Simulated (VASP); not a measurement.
The system is SnPN.

```
P Sn N
1.0
     3.61379    0.00000    0.00000
     0.00000    3.61379    0.00000
     0.00000    0.00000    7.65070
P Sn N
2 2 2
Direct
  0.00000 0.50000 0.08390
  0.50000 0.00000 0.91610
  0.00000 0.50000 0.65030
  0.50000 0.00000 0.34970
  0.00000 0.50000 0.33000
  0.50000 0.00000 0.67000
```

The cell was built by a generator and needn't be a form met in nature.

Base run:

| Item | Value |
| --- | --- |
| Program | VASP 6.6.1 |
| Functional | PBE |
| Potentials or basis | VASP PAW PBE potentials, release 64 (P, Sn_d, N) |
| Cutoff | 520 eV |
| k mesh | 5 × 5 × 3 |
| Occupations | gaussian, width 0.0193 eV |
| Spin | no spin polarisation |

Its results: band gap on the k mesh none (metal or under the smearing width); pressure -1.6 GPa; largest force 1.193 eV/Å.

Q: The run is repeated on the same cell with these changes: occupations from gaussian, width 0.0193 eV to tetrahedron; further incar settings from ALGO = Normal; EDIFF = 1e-07; NBANDS = 33 to ALGO = Fast; EDIFF = 1e-06; NBANDS = 33. What comes out?

A: Band gap on the k mesh none (metal or under the smearing width); pressure -1.1 GPa; largest force 1.258 eV/Å.

Caveats: forces of over 1 eV/Å show positions far from the minimum, so gaps and moduli don't describe the material at rest; tetrahedron occupations give inexact forces and stress in metals (some runs).
